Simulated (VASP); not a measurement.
These are G0W0 on PBE orbitals, VASP's PBE PAW potentials (set 64) (plane waves; VASP) values and carry that method's errors.

The input files of a VASP run:

### KPOINTS
```
Automatic mesh
0
Gamma
4 4 4
0 0 0
```

**POSCAR**
```
CdSe
1.0
  0.0000000000   3.0250000000   3.0250000000
  3.0250000000   0.0000000000   3.0250000000
  3.0250000000   3.0250000000   0.0000000000
Cd Se
1 1
direct
  0.0000000000   0.0000000000   0.0000000000
  0.2500000000   0.2500000000   0.2500000000
```

INCAR:
```
! general
SYSTEM      = CdSe
PREC        = Normal
ENCUT       = 500   ! plane-wave cut-off (eV)
LREAL       = F
LASPH       = T   ! aspherical one-centre terms
NBANDS      = 100

! electronic loop
ALGO        = EVGW0

! smearing
ISMEAR      = 0
SIGMA       = 0.01   ! width (eV)

! functional
GGA         = PE   ! PBE

! output
LWAVE       = F
LCHARG      = F

! other
NELMGW      = 1
NOMEGA      = 64
ENCUTGW     = 150
NBANDSGW    = 21
LSPECTRALGW = T
```

POTCAR, in this order: Cd_sv_GW Se_GW (PBE.64 set). Program: vasp_std. Read from the step before: WAVECAR, WAVEDER.

The resulting files:

**OUTCAR**
```
 ion  position               nearest neighbor table
   1  0.000  0.000  0.000-   2 2.62   2 2.62   2 2.62   2 2.62
   2  0.250  0.250  0.250-   1 2.62   1 2.62   1 2.62   1 2.62
  LATTYP: Found a face centered cubic cell.
 ALAT       =     6.0500000000
 Subroutine PRICEL returns:
 Original cell was already a primitive cell.
 Subroutine GETGRP returns: Found 24 space group operations
The static configuration has the point symmetry T_d .
The dynamic configuration has the point symmetry T_d .
 Subroutine INISYM returns: Found 24 space group operations
 Subroutine IBZKPT returns following result:
 Found      8 irreducible k-points:

 Following reciprocal coordinates:
            Coordinates               Weight
  0.000000  0.000000  0.000000      1.000000
  0.250000  0.000000  0.000000      8.000000
  0.500000  0.000000  0.000000      4.000000
  0.250000  0.250000  0.000000      6.000000
  0.500000  0.250000  0.000000     24.000000
 -0.250000  0.250000  0.000000     12.000000
  0.500000  0.500000  0.000000      3.000000
 -0.250000  0.500000  0.250000      6.000000
 Subroutine IBZKPT_HF returns following result:
   k-points           NKPTS =      8   k-points in BZ     NKDIM =     64   number of bands    NBANDS=    100
   number of dos      NEDOS =    301   number of ions     NIONS =      2
   total plane-waves  NPLWV =  13824
   dimension x,y,z NGX =    24 NGY =   24 NGZ =   24
   dimension x,y,z NGXF=    48 NGYF=   48 NGZF=   48
   ions per type =               1   1
   PREC   = normal    normal or accurate (medium, high low for compatibility)
   ISTART =      1    job   : 0-new  1-cont  2-samecut
   ICHARG =      0    charge: 1-file 2-atom 10-const
   ISPIN  =      1    spin polarized calculation?
   LNONCOLLINEAR =      F non collinear calculations
   LSORBIT =      F    spin-orbit coupling
   INIWAV =      1    electr: 0-lowe 1-rand  2-diag
   ENCUT  =  500.0 eV  36.75 Ry    6.06 a.u.   7.80  7.80  7.80*2*pi/ulx,y,z
   NELM   =     60;   NELMIN=  2; NELMDL=  0     # of ELM steps
...
```

OSZICAR:
```
energies w=
    0.000    0.000    1.078    0.000    2.154    0.000    3.225    0.000
    4.290    0.000    5.346    0.000    6.393    0.000    7.429    0.000
    8.452    0.000    9.462    0.000   10.460    0.000   11.444    0.000
   12.415    0.000   13.373    0.000   14.319    0.000   15.254    0.000
   16.180    0.000   17.096    0.000   18.005    0.000   18.907    0.000
   19.805    0.000   20.700    0.000   21.593    0.000   22.487    0.000
   23.384    0.000   24.285    0.000   25.192    0.000   26.108    0.000
   27.036    0.000   27.977    0.000   28.934    0.000   29.911    0.000
   30.911    0.000   31.937    0.000   32.993    0.000   34.083    0.000
   35.213    0.000   36.386    0.000   37.610    0.000   38.891    0.000
   40.236    0.000   41.655    0.000   43.157    0.000   44.753    0.000
   46.459    0.000   48.288    0.000   50.260    0.000   52.397    0.000
   54.726    0.000   57.279    0.000   60.095    0.000   63.223    0.000
   66.723    0.000   70.671    0.000   75.166    0.000   80.335    0.000
   86.346    0.000   93.428    0.000  101.897    0.000  112.205    0.000
  125.022    0.000  141.380    0.000  162.962    0.000  192.710    0.000
NQ=   1    0.0000    0.0000    0.0000,
 performed        178000 updates of chi_q(r,r)
NQ=   2    0.2500    0.0000    0.0000,
 performed        473000 updates of chi_q(r,r)
NQ=   3    0.5000    0.0000    0.0000,
 performed        735000 updates of chi_q(r,r)
NQ=   4    0.2500    0.2500    0.0000,
 performed       1030000 updates of chi_q(r,r)
NQ=   5    0.5000    0.2500    0.0000,
 performed       1418000 updates of chi_q(r,r)
NQ=   6   -0.2500    0.2500    0.0000,
 performed       1772000 updates of chi_q(r,r)
NQ=   7    0.5000    0.5000    0.0000,
 performed       2009000 updates of chi_q(r,r)
NQ=   8   -0.2500    0.5000    0.2500,
 performed       2296000 updates of chi_q(r,r)
 resolving degeneracies of screened two electron integrals
```

### OUTCAR
```


 k-point   1 :       0.0000    0.0000    0.0000
  band No.  KS-energies  QP-energies   sigma(KS)   V_xc(KS)     V^pw_x(r,r')   Z            occupation Imag(sigma)

      1     -99.2283    -104.5213     -39.9744     -32.0294     -55.4569       0.6662       2.0000       3.1019
      2     -60.2982     -63.7302     -35.8815     -31.0017     -48.9964       0.7033       2.0000       3.9046
      3     -60.2982     -63.7302     -35.8815     -31.0017     -48.9964       0.7033       2.0000       3.9046
      4     -60.2982     -63.7302     -35.8815     -31.0017     -48.9964       0.7033       2.0000       3.9046
      5     -10.1955     -11.0284     -13.6863     -12.5207     -19.8710       0.7146       2.0000       1.8051
      6      -5.5329      -6.9394     -26.0605     -24.1503     -31.8897       0.7363       2.0000       0.7531
      7      -5.5329      -6.9394     -26.0605     -24.1503     -31.8897       0.7363       2.0000       0.7531
      8      -5.5329      -6.9394     -26.0605     -24.1503     -31.8897       0.7363       2.0000       0.7531
      9      -5.1433      -6.5637     -27.2103     -25.2886     -33.0241       0.7391       2.0000       0.6687
     10      -5.1433      -6.5637     -27.2103     -25.2886     -33.0241       0.7391       2.0000       0.6687
     11       2.4812       1.8764     -14.8167     -14.0394     -16.6550       0.7781       2.0000       0.3299
     12       2.4812       1.8764     -14.8167     -14.0394     -16.6550       0.7781       2.0000       0.3299
     13       2.4812       1.8764     -14.8167     -14.0394     -16.6550       0.7781       2.0000       0.3299
     14       3.0979       3.5222      -9.9368     -10.4604      -6.6365       0.8103       0.0000      -0.2830
     15       8.4032       8.9378      -9.3886     -10.0526      -5.4772       0.8050       0.0000      -0.4274
     16       8.4032       8.9378      -9.3886     -10.0526      -5.4772       0.8050       0.0000      -0.4274
     17       8.4032       8.9378      -9.3886     -10.0526      -5.4772       0.8050       0.0000      -0.4274
     18      12.3177      12.7601      -8.2612      -8.8036      -3.4781       0.8157       0.0000      -0.6984
     19      13.6054      14.2616      -9.7163     -10.5314      -5.3074       0.8050       0.0000      -0.6449
     20      13.6054      14.2616      -9.7163     -10.5314      -5.3074       0.8050       0.0000      -0.6449
     21      14.5455      14.8246      -7.1448      -7.4864      -2.5125       0.8169       0.0000      -0.7887

 k-point   2 :       0.2500    0.0000    0.0000
  band No.  KS-energies  QP-energies   sigma(KS)   V_xc(KS)     V^pw_x(r,r')   Z            occupation Imag(sigma)

      1     -99.2281    -104.5901     -39.9745     -32.0293     -55.4568       0.6749       2.0000       3.1016
      2     -60.2979     -63.7450     -35.8816     -31.0014     -48.9956       0.7063       2.0000       3.9040
      3     -60.2979     -63.7450     -35.8816     -31.0014     -48.9956       0.7063       2.0000       3.9040
      4     -60.2979     -63.7450     -35.8816     -31.0014     -48.9956       0.7063       2.0000       3.9040
      5     -10.0019     -10.8216     -14.0468     -12.8988     -20.1851       0.7140       2.0000       1.7479
      6      -5.4758      -6.8832     -26.2249     -24.3158     -32.0582       0.7372       2.0000       0.7456
      7      -5.4758      -6.8832     -26.2249     -24.3158     -32.0582       0.7372       2.0000       0.7456
      8      -5.3157      -6.7174     -25.7949     -23.9095     -31.5374       0.7434       2.0000       0.7512
      9      -5.1408      -6.5641     -27.2102     -25.2896     -33.0290       0.7410       2.0000       0.6707
     10      -5.1408      -6.5641     -27.2102     -25.2896     -33.0290       0.7410       2.0000       0.6707
     11      -0.2330      -1.0169     -13.6801     -12.6704     -15.8536       0.7764       2.0000       0.4673
     12       2.0657       1.4123     -14.3926     -13.5529     -16.2815       0.7781       2.0000       0.3489
     13       2.0657       1.4123     -14.3926     -13.5529     -16.2815       0.7781       2.0000       0.3489
     14       4.7903       5.2707     -10.1488     -10.7455      -6.7102       0.8052       0.0000      -0.3193
     15       8.4501       8.9265      -9.4218     -10.0158      -5.4787       0.8021       0.0000      -0.4594
     16       8.9311       9.4864      -9.4801     -10.1714      -5.4754       0.8034       0.0000      -0.4580
     17       8.9311       9.4864      -9.4801     -10.1714      -5.4754       0.8034       0.0000      -0.4580
     18      12.5556      13.0390      -8.8704      -9.4685      -4.5742       0.8081       0.0000      -0.6067
     19      12.5556      13.0390      -8.8704      -9.4685      -4.5742       0.8081       0.0000      -0.6067
     20      12.5998      12.8106      -7.1353      -7.3938      -2.6248       0.8156       0.0000      -0.6714
     21      15.9518      16.5440      -8.5644      -9.2884      -3.5945       0.8180       0.0000      -0.9160

 k-point   3 :       0.5000    0.0000    0.0000
  band No.  KS-energies  QP-energies   sigma(KS)   V_xc(KS)     V^pw_x(r,r')   Z            occupation Imag(sigma)

      1     -99.2281    -104.5493     -39.9747     -32.0294     -55.4569       0.6697       2.0000       3.1014
      2     -60.2981     -63.7397     -35.8817     -31.0013     -48.9951       0.7052       2.0000       3.9036
      3     -60.2981     -63.7397     -35.8817     -31.0013     -48.9951       0.7052       2.0000       3.9036
      4     -60.2981     -63.7397     -35.8817     -31.0013     -48.9951       0.7052       2.0000       3.9036
      5      -9.8051     -10.6177     -14.5253     -13.3909     -20.6234       0.7164       2.0000       1.6834
      6      -5.4347      -6.8435     -26.3328     -24.4222     -32.1621       0.7373       2.0000       0.7373
      7      -5.4347      -6.8435     -26.3328     -24.4222     -32.1621       0.7373       2.0000       0.7373
      8      -5.1184      -6.5399     -27.2991     -25.3827     -33.1342       0.7417       2.0000       0.6731
      9      -5.1184      -6.5399     -27.2991     -25.3827     -33.1342       0.7417       2.0000       0.6731
     10      -4.8336      -6.1921     -26.7510     -24.9217     -32.5092       0.7426       2.0000       0.7058
     11      -2.0090      -2.9987     -12.1161     -10.8327     -14.7980       0.7712       2.0000       0.6794
     12       1.7080       1.0116     -14.0354     -13.1396     -15.9904       0.7775       2.0000       0.3697
     13       1.7080       1.0116     -14.0354     -13.1396     -15.9904       0.7775       2.0000       0.3697
     14       4.8744       5.3699      -9.9594     -10.5717      -6.4170       0.8094       0.0000      -0.3265
     15       8.9170       9.4180      -9.3085      -9.9305      -5.3803       0.8056       0.0000      -0.4521
     16       8.9170       9.4180      -9.3085      -9.9305      -5.3803       0.8056       0.0000      -0.4521
     17       9.9221      10.3105      -8.6968      -9.1826      -4.3854       0.7993       0.0000      -0.6021
     18      12.5339      12.8899      -7.7585      -8.1973      -3.1066       0.8114       0.0000      -0.6997
     19      14.5920      15.2747      -9.1442      -9.9895      -4.3577       0.8077       0.0000      -0.7790
     20      14.5920      15.2747      -9.1442      -9.9895      -4.3577       0.8077       0.0000      -0.7790
     21      15.5990      16.4609      -9.3204     -10.3729      -4.3884       0.8190       0.0000      -0.9060

 k-point   4 :       0.2500    0.2500    0.0000
  band No.  KS-energies  QP-energies   sigma(KS)   V_xc(KS)     V^pw_x(r,r')   Z            occupation Imag(sigma)

      1     -99.2280    -104.5992     -39.9745     -32.0293     -55.4567       0.6760       2.0000       3.1015
      2     -60.2977     -63.7535     -35.8816     -31.0013     -48.9953       0.7081       2.0000       3.9038
      3     -60.2977     -63.7535     -35.8816     -31.0013     -48.9953       0.7081       2.0000       3.9038
      4     -60.2977     -63.7535     -35.8816     -31.0013     -48.9953       0.7081       2.0000       3.9038
      5      -9.9387     -10.7560     -14.1741     -13.0309     -20.2978       0.7149       2.0000       1.7297
      6      -5.4059      -6.8147     -26.4395     -24.5326     -32.2834       0.7388       2.0000       0.7379
      7      -5.4059      -6.8147     -26.4395     -24.5326     -32.2834       0.7388       2.0000       0.7379
      8      -5.3711      -6.7746     -25.5450     -23.6511     -31.2567       0.7411       2.0000       0.7529
      9      -5.1508      -6.5638     -26.9089     -25.0012     -32.7034       0.7407       2.0000       0.6846
     10      -5.1121      -6.5361     -27.2991     -25.3799     -33.1251       0.7420       2.0000       0.6684
     11      -0.1166      -0.8538     -14.2320     -13.2836     -16.3667       0.7774       2.0000       0.4505
     12       1.4149       0.6914     -13.7692     -12.8359     -15.7485       0.7753       2.0000       0.3825
     13       1.4149       0.6914     -13.7692     -12.8359     -15.7485       0.7753       2.0000       0.3825
     14       5.8011       6.2771     -10.2259     -10.8201      -6.7430       0.8009       0.0000      -0.3524
     15       6.6754       7.1123      -9.3716      -9.9114      -5.6832       0.8094       0.0000      -0.3731
     16      10.1458      10.7752      -9.7377     -10.5240      -5.4741       0.8004       0.0000      -0.5425
     17      10.1458      10.7752      -9.7377     -10.5240      -5.4741       0.8004       0.0000      -0.5425
     18      10.3386      10.6385      -8.3110      -8.6807      -4.3242       0.8114       0.0000      -0.5095
     19      14.0559      14.7204      -9.3354     -10.1597      -4.7986       0.8061       0.0000      -0.6740
     20      15.8070      16.4360      -8.6664      -9.4345      -3.6845       0.8189       0.0000      -0.9024
     21      16.5875      16.9732      -7.4409      -7.9099      -2.6677       0.8223       0.0000      -0.9057

 k-point   5 :       0.5000    0.2500    0.0000
  band No.  KS-energies  QP-energies   sigma(KS)   V_xc(KS)     V^pw_x(r,r')   Z            occupation Imag(sigma)

      1     -99.2281    -104.5817     -39.9748     -32.0294     -55.4569       0.6738       2.0000       3.1013
      2     -60.2982     -63.7355     -35.8818     -31.0012     -48.9948       0.7043       2.0000       3.9034
      3     -60.2982     -63.7355     -35.8818     -31.0012     -48.9948       0.7043       2.0000       3.9034
      4     -60.2982     -63.7355     -35.8818     -31.0012     -48.9948       0.7043       2.0000       3.9034
      5      -9.7451     -10.5591     -14.6660     -13.5349     -20.7536       0.7196       2.0000       1.6663
...
```
(Selected blocks of OUTCAR.)

The mesh is coarse and the basis finite, so the quasiparticle values are not converged. VASP warned that its frequency grid is unfit for quasiparticle energies.

The compound is CdSe in the zinc blende structure, whereas wurtzite is the usual form. The cell was not relaxed at this level. The k-mesh is coarse (spacing up to 0.45 per Å, 2π included), so the numbers may not be converged in it.
